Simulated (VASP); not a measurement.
# LiH: structure and properties in VASP, part 3 of 4

What structure does LiH take at this level, and what are its properties? The start is a cell from a database of measured crystal structures.

VASP 6.6.1; PBE; plane waves and PAW (Li_sv, H).

So far, gap on the k-mesh (eV): step 2 (relaxing cell and atoms (PBE)) 3.27; step 3 (second relaxation) 2.97; step 6 (total and projected DOS (PBE)) 2.97. The relaxed cell has a = 3.995 Å (conventional setting).

The database entry behind the starting cell differs from later determinations by our own check (the deuteride, about 0.2 % short), so it need not match the best structure at ambient conditions.

### Step 7. Field gradients at the nuclei (PBE)

Field gradients probe how far the charge around each nucleus departs from cubic symmetry; LASPH keeps the non-spherical terms inside the spheres.

File INCAR:

```
SYSTEM = LiH
PREC = Accurate
ENCUT = 650
EDIFF = 1E-07
NELM = 100
ISMEAR = 0
SIGMA = 0.05
LREAL = .FALSE.
ALGO = Normal
GGA = PE
NBANDS = 8
LORBIT = 11
LWAVE = .FALSE.
LCHARG = .FALSE.
KPAR = 2
LEFG = .TRUE.
LASPH = .TRUE.
```

File POSCAR:

```
LiH
1.0
    0.0000000000      1.9975096674      1.9975096674
    1.9975096674      0.0000000000      1.9975096674
    1.9975096674      1.9975096674      0.0000000000
Li H
1 1
Direct
    0.0000000000      0.0000000000      0.0000000000
    0.5000000000      0.5000000000      0.5000000000
```

File KPOINTS:

```
Automatic mesh
0
Gamma
10 10 10
0 0 0
```

PAW data sets: Li_sv and H (PBE family, release 64).

Run with:

```bash
$ mpirun -np 2 vasp_std
```

Output:

```text
[... set-up lines as in an earlier step ...]
 entering main loop
       N       E                     dE             d eps       ncg     rms          rms(c)
[... 10 cycles as in an earlier step ...]
DAV:  11    -0.612684366920E+01    0.61871E-06   -0.21313E-07  1168   0.211E-03    0.445E-04
DAV:  12    -0.612684299991E+01    0.66929E-06   -0.72265E-09   544   0.765E-04    0.241E-04
DAV:  13    -0.612684301776E+01   -0.17849E-07   -0.50590E-09   480   0.416E-04
ion   1
     0.0000000    -0.0000000    -0.0000000     0.0000000     0.0000000     0.0000000
     0.0000222    -0.0000000    -0.0000000     0.0000000     0.0000000     0.0000000
     0.0000306    -0.0000000    -0.0000000     0.0000000     0.0000000     0.0000000
     0.0000422    -0.0000000    -0.0000000     0.0000000     0.0000000     0.0000000
     0.0000581    -0.0000000    -0.0000000     0.0000000     0.0000000     0.0000000

     0.0000000    -0.0000000    -0.0000000     0.0000000     0.0000000     0.0000000
     0.0000222    -0.0000000    -0.0000000     0.0000000     0.0000000     0.0000000
     0.0000306    -0.0000000    -0.0000000     0.0000000     0.0000000     0.0000000
     0.0000422    -0.0000000    -0.0000000     0.0000000     0.0000000     0.0000000
     0.0000581    -0.0000000    -0.0000000     0.0000000     0.0000000     0.0000000

ion   2
     0.0000000    -0.0000000     0.0000000     0.0000000     0.0000000     0.0000000
     0.0000116    -0.0000000     0.0000000     0.0000000     0.0000000     0.0000000
     0.0000158    -0.0000000     0.0000000     0.0000000     0.0000000     0.0000000
     0.0000215    -0.0000000     0.0000000     0.0000000     0.0000000     0.0000000
     0.0000293    -0.0000000     0.0000000     0.0000000     0.0000000     0.0000000

     0.0000000    -0.0000000     0.0000000     0.0000000     0.0000000     0.0000000
     0.0000116    -0.0000000     0.0000000     0.0000000     0.0000000     0.0000000
     0.0000158    -0.0000000     0.0000000     0.0000000     0.0000000     0.0000000
     0.0000215    -0.0000000     0.0000000     0.0000000     0.0000000     0.0000000
     0.0000293    -0.0000000     0.0000000     0.0000000     0.0000000     0.0000000

   1 F= -.61268430E+01 E0= -.61268430E+01  d E =-.827395E-24
```

It took 4.6 s on 2 MPI ranks of Intel Xeon Platinum 8375C at 2.90GHz (Ice Lake), shared host; peak memory 0.23 GiB.

Parts of OUTCAR (step 7):

```text
   NELECT =       4.0000    total number of electrons

 E-fermi :   0.4767

 k-point     1 :       0.0000    0.0000    0.0000
  band No.  band energies     occupation
      1     -44.1386      2.00000
      2      -5.3374      2.00000
      3      16.3517      0.00000
      4      18.1317      0.00000
      5      18.1317      0.00000
      6      18.1317      0.00000
      7      22.8661      0.00000
    ...

  Total        0.0056974      0.0056974      0.0056974      0.0000000      0.0000000      0.0000000
  in kB        0.5726490      0.5726490      0.5726490      0.0000000      0.0000000      0.0000000
  external PRESSURE =       0.5726490 kB  Pullay stress =       0.0000000 kB

  FREE ENERGIE OF THE ION-ELECTRON SYSTEM (eV)
  ---------------------------------------------------
  free  energy   TOTEN  =        -6.1268430178 eV

  energy  without entropy=       -6.1268430178  energy(sigma->0) =       -6.12684302

 Electric field gradients after diagonalization (V/A^2)
 (convention: |V_zz| > |V_xx| > |V_yy|)
----------------------------------------------------------------------
 ion       V_xx      V_yy      V_zz     asymmetry (V_yy - V_xx)/ V_zz
----------------------------------------------------------------------
   1       0.000     0.000    -0.000       0.000
   2      -0.000    -0.000     0.001       0.000
----------------------------------------------------------------------

[... 10 parts as in an earlier step ...]

[... 8 further parts left out ...]
```

Numbers from this step:

| Item | Value |
| --- | --- |
| SCF cycles | 13 |
| bands | 8 |
| irreducible k-points | 47 |
| Fermi energy | 0.4767 eV |
| pressure | 0.05726 GPa |

Electric field gradients, by row:

| atom | Vxx (V/Å²) | Vyy (V/Å²) | Vzz (V/Å²) | asymmetry |
| --- | --- | --- | --- | --- |
| Li1 | 0 | 0 | 0 | - |
| H2 | 0 | 0 | 0.001 | - |

All gradients vanish within the noise.

The run ends at a pressure of 0.06 GPa.

### Step 8. Dielectric tensor and Born charges (PBE)

The response to a static field gives the electronic dielectric tensor and the Born charges. It needs tightly converged orbitals, hence the small EDIFF.

File INCAR:

```
SYSTEM = LiH
PREC = Accurate
ENCUT = 650
EDIFF = 1E-08
NELM = 100
ISMEAR = 0
SIGMA = 0.01
LREAL = .FALSE.
ALGO = Normal
GGA = PE
NBANDS = 8
LORBIT = 11
LWAVE = .FALSE.
LCHARG = .FALSE.
KPAR = 2
LEPSILON = .TRUE.
```

POSCAR is that of step 7.

File KPOINTS:

```
Automatic mesh
0
Gamma
14 14 14
0 0 0
```

Run with:

```bash
$ mpirun -np 2 vasp_std
```

Output:

```text
[... set-up lines as in an earlier step ...]
 entering main loop
       N       E                     dE             d eps       ncg     rms          rms(c)
DAV:   1    -0.191242163342E+01   -0.19124E+01   -0.16980E+03  1672   0.519E+02
DAV:   2    -0.632449935210E+01   -0.44121E+01   -0.44121E+01  2384   0.525E+01
DAV:   3    -0.637038792174E+01   -0.45889E-01   -0.45889E-01  2008   0.555E+00
DAV:   4    -0.637073374921E+01   -0.34583E-03   -0.34583E-03  2600   0.387E-01
DAV:   5    -0.637073481546E+01   -0.10662E-05   -0.10662E-05  2144   0.112E-02    0.289E+00
DAV:   6    -0.618714383067E+01    0.18359E+00   -0.15556E-01  1912   0.136E+00    0.145E+00
DAV:   7    -0.612522870395E+01    0.61915E-01   -0.20215E-01  2104   0.174E+00    0.220E-01
DAV:   8    -0.612695667785E+01   -0.17280E-02   -0.40434E-03  2072   0.452E-01    0.427E-02
DAV:   9    -0.612689255667E+01    0.64121E-04   -0.17175E-04  2408   0.579E-02    0.635E-03
DAV:  10    -0.612688837488E+01    0.41818E-05   -0.46783E-06  2048   0.174E-02    0.213E-03
DAV:  11    -0.612688764632E+01    0.72856E-06   -0.17419E-07  2680   0.203E-03    0.466E-04
DAV:  12    -0.612688690367E+01    0.74265E-06   -0.72077E-09  1984   0.766E-04    0.250E-04
DAV:  13    -0.612688698167E+01   -0.77995E-07   -0.42558E-09  1392   0.357E-04    0.203E-05
DAV:  14    -0.612688700573E+01   -0.24065E-07   -0.19481E-10  1000   0.122E-04    0.186E-05
DAV:  15    -0.612688699646E+01    0.92702E-08   -0.26862E-11  1016   0.477E-05
   1 F= -.61268870E+01 E0= -.61268870E+01  d E =-.215057E-36
 Linear response reoptimize wavefunctions to high precision
DAV:   1    -0.612688699731E+01   -0.85032E-09   -0.30519E-12  1304   0.161E-05
DAV:   2    -0.612688699731E+01   -0.56843E-13   -0.69417E-13  1016   0.668E-06
 Linear response G [H, r] |phi>, progress :
  Direction:   1
       N       E                     dE             d eps       ncg     rms
RMM:   1    -0.881325753255E+01   -0.88133E+01    0.58140E+02  2106   0.216E+02
RMM:   2    -0.129244574487E+02   -0.41112E+01   -0.47175E+00  3591   0.126E+01
RMM:   3    -0.130747207634E+02   -0.15026E+00   -0.50016E-01  3832   0.349E+00
RMM:   4    -0.130807696020E+02   -0.60488E-02   -0.13175E-02  3847   0.806E-01
RMM:   5    -0.130811020072E+02   -0.33241E-03   -0.10893E-03  3860   0.266E-01
RMM:   6    -0.130811248404E+02   -0.22833E-04   -0.14249E-04  3890   0.920E-02
RMM:   7    -0.130811274847E+02   -0.26443E-05   -0.18607E-05  3972   0.327E-02
RMM:   8    -0.130811277599E+02   -0.27517E-06    0.30788E-06  3992   0.700E-03
RMM:   9    -0.130811277622E+02   -0.23210E-08   -0.15502E-05  3932   0.209E-03
RMM:  10    -0.130811277294E+02    0.32724E-07   -0.11363E-05  3676   0.531E-04
RMM:  11    -0.130811277065E+02    0.22900E-07   -0.38324E-06  3389   0.203E-04
RMM:  12    -0.130811277045E+02    0.20271E-08   -0.70964E-07  2966   0.873E-05
RMM:  13    -0.130811277032E+02    0.13473E-08   -0.16757E-07  2651   0.492E-05
RMM:  14    -0.130811277032E+02    0.30802E-11   -0.34706E-08  2350   0.377E-05
 Linear response G [H, r] |phi>, progress :
  Direction:   2
       N       E                     dE             d eps       ncg     rms
RMM:   1    -0.726513492273E+01   -0.72651E+01    0.86853E+02  2050   0.269E+02
RMM:   2    -0.111795240789E+02   -0.39144E+01   -0.58587E+00  3571   0.138E+01
RMM:   3    -0.113090401076E+02   -0.12952E+00   -0.49887E-01  3827   0.368E+00
RMM:   4    -0.113155676941E+02   -0.65276E-02   -0.14311E-02  3873   0.837E-01
RMM:   5    -0.113159518021E+02   -0.38411E-03   -0.16026E-03  3906   0.287E-01
RMM:   6    -0.113159863599E+02   -0.34558E-04   -0.17062E-04  3913   0.968E-02
RMM:   7    -0.113159899060E+02   -0.35461E-05   -0.22253E-05  4000   0.343E-02
RMM:   8    -0.113159902425E+02   -0.33655E-06   -0.52777E-06  3999   0.826E-03
RMM:   9    -0.113159902936E+02   -0.51099E-07   -0.12975E-05  3895   0.268E-03
RMM:  10    -0.113159902697E+02    0.23937E-07   -0.86334E-06  3681   0.562E-04
RMM:  11    -0.113159902386E+02    0.31137E-07   -0.12748E-06  3329   0.213E-04
RMM:  12    -0.113159902127E+02    0.25836E-07   -0.73215E-07  2936   0.892E-05
RMM:  13    -0.113159902096E+02    0.31386E-08   -0.26278E-07  2635   0.467E-05
RMM:  14    -0.113159902096E+02   -0.98588E-12   -0.23618E-07  2388   0.352E-05
RMM:  15    -0.113159902096E+02    0.42633E-13   -0.22877E-07  2172   0.323E-05
RMM:  16    -0.113159902096E+02    0.15987E-13   -0.22572E-07  2056   0.321E-05
RMM:  17    -0.113159902096E+02    0.85265E-13   -0.22451E-07  2004   0.321E-05
 Linear response G [H, r] |phi>, progress :
  Direction:   3
       N       E                     dE             d eps       ncg     rms
RMM:   1    -0.910385371334E+01   -0.91039E+01    0.74466E+02  2163   0.247E+02
RMM:   2    -0.152933922630E+02   -0.61895E+01   -0.45758E+00  3371   0.132E+01
RMM:   3    -0.154573668849E+02   -0.16397E+00   -0.58108E-01  3676   0.377E+00
RMM:   4    -0.154652522501E+02   -0.78854E-02   -0.17820E-02  3750   0.864E-01
RMM:   5    -0.154656649208E+02   -0.41267E-03   -0.11954E-03  3828   0.262E-01
RMM:   6    -0.154656937768E+02   -0.28856E-04   -0.13979E-04  3834   0.844E-02
RMM:   7    -0.154656969830E+02   -0.32062E-05   -0.16235E-05  3806   0.268E-02
RMM:   8    -0.154656973228E+02   -0.33981E-06   -0.65829E-06  3769   0.803E-03
RMM:   9    -0.154656973692E+02   -0.46398E-07   -0.67384E-06  3691   0.213E-03
RMM:  10    -0.154656973737E+02   -0.44610E-08   -0.10444E-05  3514   0.613E-04
RMM:  11    -0.154656973657E+02    0.79574E-08   -0.37333E-06  3143   0.230E-04
RMM:  12    -0.154656973182E+02    0.47467E-07   -0.16874E-06  2840   0.954E-05
RMM:  13    -0.154656973105E+02    0.77396E-08   -0.27808E-07  2548   0.481E-05
RMM:  14    -0.154656973105E+02    0.40171E-10   -0.95164E-08  2347   0.325E-05
 Linear response to external field (no local field effect), progress :
  Direction:   1
       N       E                     dE             d eps       ncg     rms          rms(c)
RMM:   1    -0.786107635268E-01   -0.78611E-01    0.85212E-02  3858   0.331E+00
RMM:   2    -0.925335315318E-01   -0.13923E-01   -0.86501E-03  3662   0.648E-01
RMM:   3    -0.948067419829E-01   -0.22732E-02   -0.27213E-03  3852   0.277E-01
RMM:   4    -0.954404238606E-01   -0.63368E-03   -0.71462E-04  3867   0.114E-01
RMM:   5    -0.955694461848E-01   -0.12902E-03   -0.95734E-05  3899   0.342E-02
RMM:   6    -0.955845804465E-01   -0.15134E-04   -0.11718E-05  3887   0.953E-03
RMM:   7    -0.955859669167E-01   -0.13865E-05   -0.11613E-05  4025   0.263E-03
RMM:   8    -0.955860215047E-01   -0.54588E-07   -0.20535E-05  3959   0.874E-04
RMM:   9    -0.955860334550E-01   -0.11950E-07   -0.13391E-05  3591   0.317E-04
RMM:  10    -0.955860268756E-01    0.65794E-08   -0.10455E-05  2955   0.122E-04
RMM:  11    -0.955860162276E-01    0.10648E-07   -0.29130E-06  2492   0.457E-05
RMM:  12    -0.955860103330E-01    0.58946E-08   -0.59918E-07  2164   0.261E-05
RMM:  13    -0.955860019889E-01    0.83441E-08   -0.62301E-09  1960   0.219E-05
 change of polarisation eV/A/(eV/A) component  1 :     0.191    -0.104    -0.115
 dielectric tensor                  component  1 :     3.170    -1.176    -1.305
 Linear response to external field (no local field effect), progress :
  Direction:   2
       N       E                     dE             d eps       ncg     rms          rms(c)
RMM:   1    -0.424984088081E-01   -0.42498E-01    0.17542E-01  3894   0.362E+00
RMM:   2    -0.574477622531E-01   -0.14949E-01   -0.60734E-03  3710   0.700E-01
RMM:   3    -0.599807653894E-01   -0.25330E-02   -0.22536E-03  3922   0.317E-01
RMM:   4    -0.606741480241E-01   -0.69338E-03   -0.77496E-04  3930   0.142E-01
RMM:   5    -0.608767352267E-01   -0.20259E-03   -0.16685E-04  3998   0.457E-02
RMM:   6    -0.608950665718E-01   -0.18331E-04    0.26056E-05  3927   0.112E-02
RMM:   7    -0.608959128622E-01   -0.84629E-06   -0.40194E-06  4082   0.312E-03
RMM:   8    -0.608959659505E-01   -0.53088E-07   -0.99567E-06  4105   0.106E-03
RMM:   9    -0.608959728935E-01   -0.69430E-08   -0.77001E-06  3811   0.372E-04
RMM:  10    -0.608959684494E-01    0.44441E-08   -0.10233E-05  3288   0.142E-04
RMM:  11    -0.608959604814E-01    0.79680E-08   -0.41188E-06  2807   0.490E-05
RMM:  12    -0.608959472687E-01    0.13213E-07   -0.95905E-07  2348   0.266E-05
RMM:  13    -0.608959410955E-01    0.61732E-08   -0.13918E-07  2147   0.215E-05
RMM:  14    -0.608959403138E-01    0.78171E-09   -0.37810E-08  2007   0.206E-05
 change of polarisation eV/A/(eV/A) component  2 :    -0.104     0.122     0.131
 dielectric tensor                  component  2 :    -1.176     2.383     1.491
 Linear response to external field (no local field effect), progress :
  Direction:   3
       N       E                     dE             d eps       ncg     rms          rms(c)
RMM:   1    -0.281339727180E+00   -0.28134E+00   -0.90667E-01  3532   0.337E+00
RMM:   2    -0.297649551945E+00   -0.16310E-01   -0.12954E-02  3543   0.690E-01
RMM:   3    -0.299826473133E+00   -0.21769E-02   -0.27970E-03  3657   0.262E-01
RMM:   4    -0.300336133172E+00   -0.50966E-03   -0.64018E-04  3660   0.100E-01
RMM:   5    -0.300439746140E+00   -0.10361E-03   -0.96589E-05  3655   0.296E-02
RMM:   6    -0.300452548392E+00   -0.12802E-04   -0.11231E-05  3593   0.786E-03
RMM:   7    -0.300453850782E+00   -0.13024E-05   -0.14638E-05  3606   0.196E-03
RMM:   8    -0.300453882007E+00   -0.31225E-07   -0.21152E-06  3491   0.638E-04
RMM:   9    -0.300453886430E+00   -0.44226E-08   -0.66862E-06  3131   0.240E-04
RMM:  10    -0.300453885607E+00    0.82281E-09   -0.11210E-05  2641   0.920E-05
RMM:  11    -0.300453878279E+00    0.73280E-08   -0.39597E-06  2189   0.376E-05
RMM:  12    -0.300453870052E+00    0.82273E-08   -0.87251E-07  1969   0.238E-05
RMM:  13    -0.300453863685E+00    0.63661E-08   -0.16199E-07  1835   0.210E-05
RMM:  14    -0.300453856369E+00    0.73164E-08   -0.45555E-11  1769   0.207E-05
 change of polarisation eV/A/(eV/A) component  3 :    -0.115     0.131     0.601
 dielectric tensor                  component  3 :    -1.305     1.491     7.821
 Linear response to external field, progress :
  Direction:   1
       N       E                     dE             d eps       ncg     rms          rms(c)
RMM:   1    -0.134149643925E+00   -0.13415E+00   -0.21534E-01  8724   0.343E+00
RMM:   2    -0.149210295136E+00   -0.15061E-01   -0.92258E-03  8441   0.679E-01    0.498E-01
RMM:   3    -0.152715634288E+00   -0.35053E-02   -0.34018E-03  8641   0.354E-01    0.302E-01
RMM:   4    -0.168617390204E+00   -0.15902E-01   -0.23255E-03  7901   0.328E-01    0.232E-02
RMM:   5    -0.170152096012E+00   -0.15347E-02   -0.27849E-04  8844   0.947E-02    0.828E-03
RMM:   6    -0.170133714024E+00    0.18382E-04   -0.31842E-05  8972   0.205E-02    0.156E-03
RMM:   7    -0.170109278547E+00    0.24435E-04   -0.23251E-05  9193   0.528E-03    0.356E-04
RMM:   8    -0.170105154917E+00    0.41236E-05   -0.73923E-06  9561   0.177E-03    0.459E-05
RMM:   9    -0.170102816261E+00    0.23387E-05   -0.13549E-05  9555   0.597E-04    0.166E-05
RMM:  10    -0.170103039728E+00   -0.22347E-06   -0.15149E-05  8910   0.226E-04    0.191E-06
 change of polarisation eV/A/(eV/A) component  1 :     0.300    -0.051    -0.036
 dielectric tensor                  component  1 :     4.410    -0.580    -0.411
 Linear response to external field, progress :
  Direction:   2
       N       E                     dE             d eps       ncg     rms          rms(c)
RMM:   1    -0.134149631586E+00   -0.13415E+00   -0.21534E-01  8760   0.343E+00
RMM:   2    -0.149210279191E+00   -0.15061E-01   -0.92258E-03  8465   0.679E-01    0.498E-01
RMM:   3    -0.152715909080E+00   -0.35056E-02   -0.34019E-03  8672   0.354E-01    0.302E-01
RMM:   4    -0.168617352729E+00   -0.15901E-01   -0.23253E-03  7929   0.328E-01    0.232E-02
RMM:   5    -0.170152014580E+00   -0.15347E-02   -0.27842E-04  8867   0.947E-02    0.828E-03
RMM:   6    -0.170133703020E+00    0.18312E-04   -0.82391E-06  9004   0.205E-02    0.156E-03
RMM:   7    -0.170109351144E+00    0.24352E-04   -0.18585E-05  9246   0.528E-03    0.356E-04
RMM:   8    -0.170105104216E+00    0.42469E-05   -0.68622E-06  9558   0.178E-03    0.450E-05
RMM:   9    -0.170102824412E+00    0.22798E-05   -0.86406E-06  9617   0.611E-04    0.168E-05
RMM:  10    -0.170103029852E+00   -0.20544E-06   -0.12827E-05  8974   0.217E-04    0.165E-06
 change of polarisation eV/A/(eV/A) component  2 :    -0.032     0.300    -0.005
 dielectric tensor                  component  2 :    -0.368     4.410    -0.059
 Linear response to external field, progress :
  Direction:   3
       N       E                     dE             d eps       ncg     rms          rms(c)
RMM:   1    -0.134149622547E+00   -0.13415E+00   -0.21534E-01  8760   0.343E+00
RMM:   2    -0.149210268894E+00   -0.15061E-01   -0.92258E-03  8460   0.679E-01    0.498E-01
RMM:   3    -0.152715949688E+00   -0.35057E-02   -0.34019E-03  8665   0.354E-01    0.302E-01
RMM:   4    -0.168617346294E+00   -0.15901E-01   -0.23252E-03  7929   0.328E-01    0.232E-02
RMM:   5    -0.170151982311E+00   -0.15346E-02   -0.27860E-04  8871   0.947E-02    0.828E-03
RMM:   6    -0.170133707916E+00    0.18274E-04   -0.31655E-05  8997   0.205E-02    0.156E-03
RMM:   7    -0.170109111247E+00    0.24597E-04   -0.22267E-05  9265   0.531E-03    0.356E-04
RMM:   8    -0.170105154916E+00    0.39563E-05   -0.82990E-06  9589   0.179E-03    0.457E-05
RMM:   9    -0.170102761769E+00    0.23931E-05   -0.90805E-06  9593   0.602E-04    0.175E-05
RMM:  10    -0.170103049181E+00   -0.28741E-06   -0.14986E-05  8987   0.209E-04    0.173E-06
 change of polarisation eV/A/(eV/A) component  3 :    -0.008    -0.020     0.300
 dielectric tensor                  component  3 :    -0.085    -0.233     4.410
 Born effective charges drift removed
```

Run time: 78 s. Hardware: 2 MPI ranks; peak memory 0.44 GiB; 2.3 min of CPU time.

(Continued in part 4 of 4.)

[Lines on the potential files, build, host, timing and source positions are cut from VASP's logs without a mark.]

[Logs are printed without paths, hosts, clocks, repeated set-up lines and the standing remarks that a program may print on its own settings, such as how far it seeks lower states.]

[Hosts, paths, dates, database ids (printed as entryN), source tags and the programs' standing remarks are cut or masked in the printed files.]

[A measured line is paired with the nearest computed mode of its activity, which favours agreement.]

[In band tables of VASP the shares of atoms and orbitals are scaled to a sum of 1 inside the atoms' spheres.]
